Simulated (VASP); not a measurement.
OSZICAR of a VASP run on Bi (a7):

File OSZICAR:
```
       N       E                     dE             d eps       ncg     rms          rms(c)
DAV:   1     0.355989889093E+02    0.35599E+02   -0.35456E+03  1530   0.807E+02
DAV:   2    -0.599601619843E+01   -0.41595E+02   -0.40856E+02  2384   0.101E+02
DAV:   3    -0.774011594382E+01   -0.17441E+01   -0.17264E+01  1853   0.285E+01
DAV:   4    -0.776472037322E+01   -0.24604E-01   -0.24569E-01  1889   0.352E+00
DAV:   5    -0.776524615397E+01   -0.52578E-03   -0.52578E-03  1837   0.475E-01    0.245E+00
DAV:   6    -0.776084528710E+01    0.44009E-02   -0.36617E-03  1694   0.475E-01    0.145E+00
DAV:   7    -0.775795526344E+01    0.28900E-02   -0.89077E-03  1552   0.721E-01    0.106E-01
DAV:   8    -0.775815498599E+01   -0.19972E-03   -0.48667E-04  2287   0.147E-01    0.270E-02
DAV:   9    -0.775816150860E+01   -0.65226E-05   -0.16139E-05  1600   0.341E-02    0.771E-03
DAV:  10    -0.775816275981E+01   -0.12512E-05   -0.25000E-06  1530   0.914E-03    0.275E-03
DAV:  11    -0.775816290876E+01   -0.14895E-06   -0.96047E-07   817   0.627E-03
   1 F= -.77581629E+01 E0= -.77582110E+01  d E =-.775816E+01
```

Q: Which electronic solver shows in the log?

A: It is blocked Davidson (ALGO = Normal, or the opening steps of other solvers). The INCAR had ALGO = Normal.

Q: Can the final energy be trusted as converged?

A: The run converged. It stopped with EDIFF = 1E-6, NELM = 100, NSW = 60 and EDIFFG = -0.01 after 1 ionic step (PBE GGA, plane waves, VASP's PBE PAW potentials (set 64)).

The compound is Bi in the a7 structure. It was relaxed first. The start is the result of an earlier pass.
